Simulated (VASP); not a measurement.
Energy against volume of AgCl (rock salt). Method: vdW-DF2, VASP's PBE PAW potentials (set 64) (plane waves; VASP 6.6.1).

| V (Å³/atom) | E (eV/atom) |
|---|---|
| 22.526 | -0.38111 |
| 23.245 | -0.39095 |
| 23.964 | -0.39443 |
| 24.683 | -0.39252 |
| 25.402 | -0.38618 |

Fit a third-order Birch-Murnaghan equation of state.

```yaml
volume_per_atom: 24.05 Å³/atom
bulk_modulus: 38.9 GPa
pressure_derivative_of_the_bulk_modulus: 4.92
lattice_constant_a: 5.773 Å
```

The compound is AgCl in the rock salt structure. It was relaxed first, which changed the volume by +13 %.
